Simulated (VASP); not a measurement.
Here is the system:

```
CELL_PARAMETERS angstrom
      1.51551    -2.62494     0.00000
      1.51551     2.62494     0.00000
      0.00000     0.00000     3.22816
ATOMIC_POSITIONS crystal
  Ti 0.00000 0.00000 0.00000
  B  0.33333 0.66667 0.50000
  B  0.66667 0.33333 0.50000
```

All values below come from PBE GGA, VASP's PBE PAW potentials (set 64) (plane waves; VASP). Run with 600 eV cut-off, 10×10×10 Γ-centred mesh, first-order Methfessel-Paxton smearing of 0.10 eV, potentials Ti_sv B.

Energy and stress use the plane-wave basis of the starting cell.

Problem. The ions, cell shape and volume at an external pressure of 15.0 GPa are relaxed. What does this cell relax into?

Solution. 
```
CELL_PARAMETERS angstrom
      1.49218    -2.58453     0.00000
      1.49218     2.58453     0.00000
      0.00000     0.00000     3.15437
ATOMIC_POSITIONS crystal
  Ti 0.00000 0.00000 0.00000
  B  0.33333 0.66667 0.50000
  B  0.66667 0.33333 0.50000
```
Space group P6/mmm (191), at a tolerance of 0.03 Å.

Problem. How do energy and volume change from the first to the last step?

Solution. The energy (σ→0) changes by +20.4 meV/atom and the volume by -5.3 %, in 5 ionic steps.

```csv
step,E(σ→0) (eV),max force (eV/Å),pressure (GPa),volume (Å³)
1,-24.4273,0.000,0.11,25.68
2,-24.1232,0.000,37.55,22.84
3,-24.3692,0.000,14.80,24.38
4,-24.3668,0.000,15.11,24.35
5,-24.3660,0.000,15.12,24.33
```

The compound is TiB2 in the AlB2 type structure. This run relaxes it under an external pressure of 15 GPa. Symmetry was kept, so distortions that lower it aren't found.
